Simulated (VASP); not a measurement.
An input for Quantum ESPRESSO's pw.x (written as the equivalent of a VASP run, and not itself run):

```
&CONTROL
  calculation = 'scf'
  pseudo_dir = './pseudo'
  outdir = './out'
  tprnfor = .true.
  tstress = .true.
/
&SYSTEM
  ibrav = 0
  nat = 3
  ntyp = 2
  ecutwfc = 86
  occupations = 'tetrahedra'
  input_dft = 'vdw-df-ob86'
/
&ELECTRONS
  conv_thr = 7.3e-09
  electron_maxstep = 100
/
ATOMIC_SPECIES
  Ti 47.867 Ti.upf
  Se 78.971 Se.upf
CELL_PARAMETERS angstrom
     1.7597685   -3.0480085    0.0000000
     1.7597685    3.0480085    0.0000000
     0.0000000    0.0000000    6.0084588
ATOMIC_POSITIONS crystal
  Ti   0.0000000  0.0000000  0.0000000
  Se   0.3333330  0.6666670  0.2573865
  Se   0.6666670  0.3333330  0.7426135
K_POINTS automatic
  11 11 6 0 0 0
```

Q: Translate this input to VASP (INCAR, KPOINTS, POSCAR, choice of POTCAR).

A: This is not unique; one that fits is 
**INCAR**
```
# general
SYSTEM    =  TiSe2
PREC      =  Accurate
ENCUT     =  520   # plane-wave cut-off (eV)
LREAL     =  F   # projection in real space or not
LASPH     =  T   # aspherical one-centre terms

# electronic loop
EDIFF     =  1E-7
NELM      =  100   # most electronic steps
ALGO      =  Normal   # blocked Davidson
LMAXMIX   =  4   # l cut-off of mixed one-centre charges

# smearing
ISMEAR    =  -5   # tetrahedra, Bloechl

# functional
GGA       =  MK
LUSE_VDW  =  T
AGGAC     =  0.0
PARAM1    =  0.1234
PARAM2    =  1.0

# ions
ISIF      =  2

# output
LWAVE     =  F
LCHARG    =  T
LORBIT    =  11   # lm-projected
NEDOS     =  601

# other
LEFG      =  T
```

POSCAR:
```
TiSe2
1
    1.7597684611    -3.0480084535     0.0000000000
    1.7597684611     3.0480084535     0.0000000000
    0.0000000000     0.0000000000     6.0084587592
Ti Se
1 2
Direct
  0.0000000000   0.0000000000   0.0000000000
  0.3333330000   0.6666670000   0.2573864877
  0.6666670000   0.3333330000   0.7426135123
```

### KPOINTS
```
Automatic
0
Gamma
11 11 6
```

POTCAR, in this order: Ti_sv Se (PBE.64 set). Program: vasp_std.

What does not carry over: the potentials are each code's own (VASP's PAW set, PseudoDojo norm-conserving files in pw.x), so ENCUT and ecutwfc are chosen apart and not converted; conv_thr bounds pw.x's estimated SCF error, while EDIFF bounds the energy change between steps; the field gradients of LEFG aren't asked of the other code.

The compound is TiSe2 in the 1T layered structure. It was relaxed first.
